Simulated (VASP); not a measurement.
# HPbNO4 (P1) in VASP: a series of runs

The runs below take HPbNO4 through relaxation of cell and atoms, with vdW-DF-cx, rev-vdW-DF2.

Everything below comes from runs of VASP 6.6.1. Logs are shortened: lines on timing, memory, paths and dates and some standing lists are left out, and cuts for length are marked.

**1. Starting point**

The typed cell holds 7 atoms: a = 4.204 Å, b = 4.339 Å, c = 6.729 Å, α = 71.95°, β = 72.29°, γ = 62.23°.

The cell was built by a generator and needn't be a form met in nature.

**2. Relaxation of cell and atoms, vdW-DF-cx**

Input file INCAR:

```
AGGAC    = 0.0          
ALGO     = Normal         # electronic algorithm
EDIFF    = 1E-6           # SCF threshold, eV
EDIFFG   = -0.02          # ionic threshold
ENCUT    = 600            # plane-wave cutoff, eV
GGA      = CX             # functional
IBRION   = 2              # ionic algorithm
ISIF     = 3              # what is computed and relaxed
ISMEAR   = -1             # smearing method
KPAR     = 4            
LASPH    = T              # aspherical terms in the spheres
LCHARG   = F              # write CHGCAR
LREAL    = F              # projectors in reciprocal space
LUSE_VDW = T            
LWAVE    = F              # write WAVECAR
NELM     = 60             # most SCF steps
NSW      = 40             # ionic steps
PREC     = Accurate       # precision mode
SIGMA    = 0.05           # smearing width, eV
```

Input file KPOINTS:

```
k-points
0
Gamma
  7 7 5
```

Input file POSCAR:

```
HPbNO4
1.0
    4.2040700000      0.0000000000      0.0000000000
    2.0217200000      3.8395200000      0.0000000000
    2.0468600000      1.2790000000      6.2813200000
H Pb N O
1 1 1 4
Direct
    0.8914500000      0.6820200000      0.6279600000
    0.1442600000      0.9287200000      0.8835200000
    0.2567000000      0.2886100000      0.3017100000
    0.8310800000      0.6505600000      0.7840500000
    0.3869400000      0.2238000000      0.1129500000
    0.3110400000      0.0357600000      0.4585600000
    0.0772600000      0.6063300000      0.3227500000
```

Potentials or basis: VASP PAW PBE potentials, release 64 (H, Pb_d, N, O).

The run is started by

```console
$ cat potpaw_PBE.64/H/POTCAR potpaw_PBE.64/Pb_d/POTCAR potpaw_PBE.64/N/POTCAR potpaw_PBE.64/O/POTCAR > POTCAR
$ mpirun -np 4 vasp_std > vasp.out
```

OUTCAR:

```text
EDIFF = 1E-6
   EDIFFG = -0.02
   ENCUT = 600
   GGA = CX
   IBRION = 2
   ISIF = 3
   ISMEAR = -1
   LASPH = T
   LREAL = F
   NELM = 60
   NSW = 40
   PREC = Accurate

 ion  position               nearest neighbor table
   1  0.891  0.682  0.628-   4 0.98
   2  0.144  0.929  0.884-   4 2.48   4 2.51   6 2.67   4 2.72   5 2.81   7 2.84   5 2.91   5 2.93

   3  0.257  0.289  0.302-   6 1.25   7 1.26   5 1.28
   4  0.831  0.651  0.784-   1 0.98   2 2.48   2 2.51   2 2.72
   5  0.387  0.224  0.113-   3 1.28   2 2.81   2 2.91   2 2.93
   6  0.311  0.036  0.459-   3 1.25   2 2.67
   7  0.077  0.606  0.323-   3 1.26   2 2.84

  LATTYP: Found a triclinic cell.
 ALAT       =     6.7290755533
 B/A-ratio  =     1.0080441743
 C/A-ratio  =     0.6247618959
 COS(alpha) =     0.0037062124
 COS(beta)  =     0.3041814561
 COS(gamma) =     0.7937730465

  Lattice vectors:

 A1 = (   2.0468600000,   1.2790000000,   6.2813200000)
 A2 = (   0.0251400000,  -2.5605200000,   6.2813200000)
 A3 = (   4.2040700000,   0.0000000000,   0.0000000000)

Analysis of symmetry for initial positions (statically):
=====================================================================
 Subroutine PRICEL returns:
 Original cell was already a primitive cell.

 Routine SETGRP: Setting up the symmetry group for a
 triclinic supercell.

 Subroutine GETGRP returns: Found  1 space group operations
 (whereof  1 operations were pure point group operations)
 out of a pool of  2 trial point group operations.

The static configuration has the point symmetry C_1 .

Analysis of symmetry for dynamics (positions and initial velocities):
=====================================================================
 Subroutine PRICEL returns:
 Original cell was already a primitive cell.

 Routine SETGRP: Setting up the symmetry group for a
 triclinic supercell.

 Subroutine GETGRP returns: Found  1 space group operations
 (whereof  1 operations were pure point group operations)
 out of a pool of  2 trial point group operations.

The dynamic configuration has the point symmetry C_1 .
[... 112 lines left out ...]
   NSW    =     40    number of steps for IOM
   IBRION =      2    ionic relax: 0-MD 1-quasi-New 2-CG
   NFREE  =      1    steps in history (QN), initial steepest desc. (CG)
   ISIF   =      3    stress and relaxation
   ISYM   =      2    0-nonsym 1-usesym 2-fastsym
   POTIM  = 0.5000    time-step for ionic-motion
   TEBEG  =    0.0;   TEEND  =   0.0 temperature during run
   PSTRESS=    0.0 pullay stress
   NELECT =      44.0000    total number of electrons
   NUPDOWN=      -1.0000    fix difference up-down
   EMIN   =  10.00;   EMAX   =-10.00  energy-range for DOS
   EFERMI =   0.00;   METHOD = LEGACY
   ISMEAR =    -1;   SIGMA  =   0.05  broadening in eV -4-tet -1-fermi 0-gaus
   EFERMI_NEDOS =   21; number of points for ismear=-14 and -15
   IALGO  =     38    algorithm
   IMIX   =      4    mixing-type and parameters
     AMIX     =   0.40;   BMIX     =  1.00
     AMIX_MAG =   1.60;   BMIX_MAG =  1.00
  volume/ion in A,a.u.               =      14.48        97.75
  Fermi-wavevector in a.u.,A,eV,Ry     =   1.239443  2.342207 20.901518  1.536218
  Thomas-Fermi vector in A             =   2.373926
   LORBIT       =      0    0 simple, 1 ext, 2 COOP (PROOUT), +10 PAW based schemes
   GGA     = CX    functional components
   LHFCALC =     F    Hartree Fock is set to
   AEXX    =    0.0000 exact exchange contribution
   IVDW_NL    =     1    kernel type
   BPARAM     = 6.3000
   IVDW    =     0    specifies the selected vdW correction
   LEPSILON=     F    determine dielectric tensor
   LRPA    =     F    only Hartree local field effects (RPA)
 conjugate gradient relaxation of ions
 non-spin polarized calculation
  energy-cutoff  :      600.00
  volume of cell :      101.39
 maximum number of plane-waves:      3407
 NGX is ok and might be reduce to    36
   NGX = 17   NGY = 17   NGZ = 27

--------------------------------------- Ionic step        1  -------------------------------------------

 number of electron      44.0000003 magnetization

 Free energy of the ion-electron system (eV)
  ---------------------------------------------------
  ext. energy  EPLUGINS =         0.00000000
  ---------------------------------------------------
  free energy    TOTEN  =       -29.20998730 eV

  energy without entropy =      -29.20998730  energy(sigma->0) =      -29.20998730

------------------------ aborting loop because EDIFF is reached ----------------------------------------

  FORCE on cell =-STRESS in cart. coord.  units (eV):
  Direction    XX          YY          ZZ          XY          YZ          ZX
  --------------------------------------------------------------------------------------
  -------------------------------------------------------------------------------------
  Total       -1.4006918     -0.5542938     -0.3148782     -0.0368261      0.0017358      0.0061773
  in kB      -22.1337686     -8.7589652     -4.9757135     -0.5819264      0.0274299      0.0976141
  external PRESSURE =     -11.9561491 kB  Pullay stress =       0.0000000 kB
[... 112 lines left out ...]
  energy  without entropy=      -29.2238218771  energy(sigma->0) =      -29.22382188

Total vdW correction in eV:      9.1175921

[... ionic steps 4 to 28 ...]

--------------------------------------- Ionic step       29  -------------------------------------------

 number of electron      44.0000002 magnetization

------------------------ aborting loop because EDIFF is reached ----------------------------------------
[... 81 lines left out ...]
--------------------------------------- Ionic step       31  -------------------------------------------

 number of electron      44.0000002 magnetization

 Free energy of the ion-electron system (eV)
  ---------------------------------------------------
  ext. energy  EPLUGINS =         0.00000000
  ---------------------------------------------------
  free energy    TOTEN  =       -29.26108956 eV

  energy without entropy =      -29.26108956  energy(sigma->0) =      -29.26108956

 E-fermi :   2.4999     XC(G=0):  -9.0365

 val. band max:        1.4185034538   @ k =  -0.2857   0.2857   0.4000
 cond. band min:       3.9852608708   @ k =  -0.2857   0.4286   0.4000
 fundamental gap:      2.5667574170
 Fermi energy:         2.4999134234

 k-point     1 :       0.0000    0.0000    0.0000
  band No.  band energies     occupation
      1     -24.5676      2.00000
      2     -19.1773      2.00000
      3     -18.8836      2.00000
      4     -16.3663      2.00000
      5     -13.8237      2.00000
      6     -13.8123      2.00000
[... 685 lines left out ...]
     25       6.9317      0.00000
     26       7.2970      0.00000

 [... further k-points ...]
[... 5 lines left out ...]
  --------------------------------------------------------------------------------------
  -------------------------------------------------------------------------------------
  Total       -0.0030825     -0.0669873     -0.0399181     -0.0192275      0.0007343     -0.0033664
  in kB       -0.0519326     -1.1285809     -0.6725273     -0.3239386      0.0123717     -0.0567159
  external PRESSURE =      -0.6176803 kB  Pullay stress =       0.0000000 kB
[... 26 lines left out ...]
  energy  without entropy=      -29.2610895608  energy(sigma->0) =      -29.26108956

Total vdW correction in eV:      8.9825494

 reached required accuracy - stopping structural energy minimisation
```

OSZICAR:

```text
N       E                     dE             d eps       ncg     rms          rms(c)
DAV:   1     0.551444654536E+03    0.55144E+03   -0.24169E+04  6396   0.197E+03
DAV:   2     0.320791166883E+02   -0.51937E+03   -0.50588E+03  7636   0.496E+02
DAV:   3    -0.309879906961E+02   -0.63067E+02   -0.61620E+02  7802   0.184E+02
DAV:   4    -0.338408187089E+02   -0.28528E+01   -0.28380E+01  8586   0.421E+01
[... 247 lines left out ...]
       N       E                     dE             d eps       ncg     rms          rms(c)
DAV:   1    -0.292610964954E+02   -0.32571E-04   -0.33320E-03  7394   0.464E-01    0.281E-02
DAV:   2    -0.292610932370E+02    0.32584E-05   -0.11957E-04  9178   0.921E-02    0.139E-02
DAV:   3    -0.292610901486E+02    0.30884E-05   -0.81551E-06  8076   0.294E-02    0.695E-03
DAV:   4    -0.292610895609E+02    0.58774E-06   -0.23436E-06  4300   0.176E-02
  31 F= -.29261090E+02 E0= -.29261090E+02  d E =-.265018E-04
```

CONTCAR:

```text
HPbNO4
   1.00000000000000
     4.0908550804102157   -0.0089887493082772    0.0040196026163721
     1.9590025240571678    3.7250305226043352   -0.0088982172038494
     1.9950210523198308    1.2198070448109259    6.2318048658546408
  H               Pb              N               O
     1     1     1     4
Direct
     0.8956018061909614    0.6812547222031687    0.6197741888009515
     0.1379575759561533    0.9410033850232766    0.8849864958096207
     0.2566569823184437    0.2862605134640579    0.3047516696963105
     0.8339052092856742    0.6484729908869706    0.7784011700057629
     0.3934979058864077    0.2120976780665233    0.1148681806611552
     0.3107243725017232    0.0306027224065056    0.4651057122282758
     0.0703861478606436    0.6161079879494947    0.3236125827979184

  0.00000000E+00  0.00000000E+00  0.00000000E+00
  0.00000000E+00  0.00000000E+00  0.00000000E+00
  0.00000000E+00  0.00000000E+00  0.00000000E+00
  0.00000000E+00  0.00000000E+00  0.00000000E+00
  0.00000000E+00  0.00000000E+00  0.00000000E+00
  0.00000000E+00  0.00000000E+00  0.00000000E+00
  0.00000000E+00  0.00000000E+00  0.00000000E+00
```

Wall time 50 min (4 MPI ranks of Intel Xeon Platinum 8488C (Sapphire Rapids), shared host); peak memory 0.91 GiB.

Results:

```
Free energy                            : -29.2611 eV
Relaxed volume                         : 13.59 Å³/atom
Relaxed cell                           : a = 4.091 Å, b = 4.209 Å, c = 6.656 Å, α = 72.56°, β = 72.53°, γ = 62.39°
Space group after relaxing (to 0.05 Å) : P1 (No. 1)
Energy gained by relaxing              : 7.3 meV/atom
Ionic steps                            : 31
Pressure after relaxing                : -0.1 GPa
Largest force after relaxing           : 0.014 eV/Å
Band gap on the k mesh                 : 2.57 eV, indirect (least direct gap 2.59 eV)
```

Forces in eV/Å, atoms in the order of the input:
```
H   -0.003  0.004 -0.005
Pb  -0.003 -0.008  0.001
N   -0.002  0.003 -0.002
O    0.004  0.001  0.012
O    0.002 -0.004 -0.004
O    0.006 -0.008  0.005
O   -0.004  0.012 -0.006
```

Stress tensor (GPa, compression positive):
```
-0.01 -0.03 -0.01
-0.03 -0.11  0.00
-0.01  0.00 -0.07
```

Step by step:
```
step  energy change (eV)  largest force (eV/Å)  pressure (GPa)  volume (Å³)
   1              0.0000                0.4802           -1.20       101.39
   2             -0.0037                0.8492           -3.24        99.81
   3             -0.0138                0.2957           -2.32       100.55
   4             -0.0317                0.1865           -1.47        98.77
   5             -0.0409                0.1660           -0.18        96.44
   6             -0.0420                0.2050            0.10        96.22
   7             -0.0420                0.1503            0.08        96.26
   8             -0.0434                0.1180            0.07        96.16
   9             -0.0447                0.2189            0.08        95.95
  10             -0.0456                0.1701            0.02        95.91
  11             -0.0469                0.1291           -0.19        95.77
  12             -0.0469                0.1565           -0.22        95.75
  13             -0.0477                0.0997           -0.14        95.65
  14             -0.0480                0.1235            0.12        95.35
  15             -0.0482                0.0669            0.04        95.46
  16             -0.0485                0.0749           -0.05        95.43
  17             -0.0485                0.0938           -0.12        95.41
  18             -0.0488                0.0893           -0.10        95.37
  19             -0.0493                0.0770           -0.07        95.25
  20             -0.0500                0.0539            0.02        95.02
  21             -0.0495                0.1221            0.20        94.54
  22             -0.0501                0.0599            0.08        94.88
  23             -0.0503                0.1021            0.11        94.86
  24             -0.0503                0.0760            0.10        94.86
  25             -0.0505                0.0400            0.05        94.91
  26             -0.0506                0.0492            0.03        94.93
  27             -0.0508                0.0356           -0.01        94.99
  28             -0.0509                0.0641           -0.07        95.08
  29             -0.0511                0.0226           -0.06        95.10
  30             -0.0511                0.0241           -0.05        95.11
  31             -0.0511                0.0143           -0.06        95.10
```

Final structure:
```
CELL_PARAMETERS angstrom
4.09086 -0.00899 0.00402
1.95900 3.72503 -0.00890
1.99502 1.21981 6.23180
ATOMIC_POSITIONS crystal
H 0.89560 0.68125 0.61977
Pb 0.13796 0.94100 0.88499
N 0.25666 0.28626 0.30475
O 0.83391 0.64847 0.77840
O 0.39350 0.21210 0.11487
O 0.31072 0.03060 0.46511
O 0.07039 0.61611 0.32361
```

Caveat: the standard files for N, O and F lose accuracy on very short bonds; the PAW data sets were made with another functional, which shifts forces and pressure a little; spin-orbit coupling is left out, which as a rule narrows the gap of such compounds by several tenths of an eV; an odd mesh through Γ misses points on the zone boundary, where band edges often lie.

**3. Relaxation of cell and atoms, rev-vdW-DF2**

Changes to INCAR since step 2:

```diff
@@ -5,3 +5,3 @@
 ENCUT    = 600            # plane-wave cutoff, eV
-GGA      = CX             # functional
+GGA      = MK             # functional
 IBRION   = 2              # ionic algorithm
@@ -17,3 +17,6 @@
 NSW      = 40             # ionic steps
+PARAM1   = 0.1234       
+PARAM2   = 0.711357     
 PREC     = Accurate       # precision mode
 SIGMA    = 0.05           # smearing width, eV
+ZAB_VDW  = -1.8867
```

KPOINTS is that of step 2.

POSCAR is that of step 2.

Potentials or basis: VASP PAW PBE potentials, release 64 (H, Pb_d, N, O).

The run is started by

```console
$ cat potpaw_PBE.64/H/POTCAR potpaw_PBE.64/Pb_d/POTCAR potpaw_PBE.64/N/POTCAR potpaw_PBE.64/O/POTCAR > POTCAR
$ mpirun -np 4 vasp_std > vasp.out
```

Run time: 49 min. Hardware: 4 MPI ranks of Intel Xeon Platinum 8488C (Sapphire Rapids), shared host; peak memory 0.91 GiB.

Results (log left out):

- Free energy: -30.6271 eV
- Relaxed volume: 13.71 Å³/atom
- Relaxed cell: a = 4.117 Å, b = 4.215 Å, c = 6.676 Å, α = 72.69°, β = 72.44°, γ = 62.17°
- Space group after relaxing (to 0.05 Å): P1 (No. 1)
- Energy gained by relaxing: 5.9 meV/atom
- Ionic steps: 28
- Pressure after relaxing: 0.0 GPa
- Largest force after relaxing: 0.020 eV/Å
- Band gap on the k mesh: 2.57 eV, indirect (least direct gap 2.59 eV)

Forces on the atoms (eV/Å):
```
H   -0.004  0.009 -0.001
Pb  -0.005 -0.004  0.006
N   -0.007  0.004 -0.015
O    0.007  0.002  0.013
O    0.003 -0.006 -0.012
O    0.007 -0.013  0.013
O    0.000  0.008 -0.004
```

Stress tensor (GPa, compression positive):
```
-0.01 -0.02 -0.01
-0.02 -0.10  0.00
-0.01  0.00  0.02
```

The path:
```
step  energy change (eV)  largest force (eV/Å)  pressure (GPa)  volume (Å³)
   1              0.0000                0.5119           -0.75       101.39
   2              0.0119                1.0399           -3.42       100.40
   3             -0.0095                0.1634           -1.85       101.00
   4             -0.0272                0.1476           -0.79        98.58
   5             -0.0296                0.2578           -0.15        97.32
   6             -0.0270                0.5701            0.51        96.32
   7             -0.0313                0.1433            0.11        96.93
   8             -0.0331                0.1364            0.11        96.79
   9             -0.0336                0.2709            0.14        96.66
  10             -0.0342                0.2312            0.12        96.63
  11             -0.0358                0.1293            0.06        96.54
  12             -0.0369                0.1532           -0.06        96.35
  13             -0.0375                0.1062           -0.04        96.30
  14             -0.0381                0.0693            0.03        96.17
  15             -0.0384                0.0691           -0.02        96.16
  16             -0.0385                0.0987           -0.10        96.15
  17             -0.0386                0.0947           -0.10        96.14
  18             -0.0390                0.0847           -0.07        96.10
  19             -0.0396                0.0707           -0.01        96.02
  20             -0.0401                0.0856            0.09        95.86
  21             -0.0403                0.0353            0.04        95.87
  22             -0.0403                0.0488            0.03        95.87
  23             -0.0405                0.0289            0.01        95.88
  24             -0.0405                0.0523           -0.01        95.90
  25             -0.0406                0.0485            0.00        95.91
  26             -0.0408                0.0714            0.02        95.93
  27             -0.0409                0.0537            0.00        95.94
  28             -0.0410                0.0198           -0.03        95.97
```

Final structure:
```xyz
7
Lattice="4.1169 -0.0065 0.0046 1.9738 3.7241 -0.0157 2.0094 1.2090 6.2508" Properties=species:S:1:pos:R:3 pbc="T T T"
H     6.2774    3.2807    3.8641
Pb    4.2026    4.5797    5.5156
N     2.2344    1.4302    1.9052
O     6.2768    3.3558    4.8518
O     2.2687    0.9228    0.7210
O     2.2730    0.6695    2.9050
O     2.1587    2.6843    2.0220
```

Levels at points of the mesh, in eV from the valence-band top:
```csv
k point,band 19,band 20,band 21,band 22,band 23,band 24,band 25,band 26
"(0.00, 0.00, 0.00)",-2.16,-1.59,-1.57,-0.96,3.31,4.20,5.56,6.11
```

Caveat: the standard files for N, O and F lose accuracy on very short bonds; the PAW data sets were made with another functional, which shifts forces and pressure a little; spin-orbit coupling is left out, which as a rule narrows the gap of such compounds by several tenths of an eV; an odd mesh through Γ misses points on the zone boundary, where band edges often lie.
